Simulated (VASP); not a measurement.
Co:

```xyz
2
Lattice="2.5070 0.0000 0.0000 -1.2535 2.1711 0.0000 0.0000 0.0000 4.0690" Properties=species:S:1:pos:R:3 pbc="T T T"
Co    0.0000    1.4474    1.0172
Co    1.2535    0.7237    3.0518
```

Base run:

```yaml
Program: VASP 6.6.1
Functional: PBE
Potentials_or_basis: VASP PAW PBE potentials, release 64 (Co)
Cutoff: 520 eV
k_mesh: 16 × 16 × 10
Occupations: fermi-dirac, width 0.05 eV
Spin: collinear spin, ferromagnetic start
Starting_moments: "[2.0, 2.0] μB"
```

Its results: pressure -5.0 GPa; net moment 3.19 μB per cell; site moments Co +1.62 μB.

The run is repeated on the same cell with these changes: further incar settings from ALGO = Fast; EDIFF = 1e-06 to ALGO = Normal; EDIFF = 1e-06; hubbard terms from none to Co d U = 2 eV. What comes out?

Pressure -4.3 GPa; net moment 3.53 μB per cell; site moments Co +1.82 μB.

Caveats: the U is typed as a test and isn't derived for this compound (some runs).
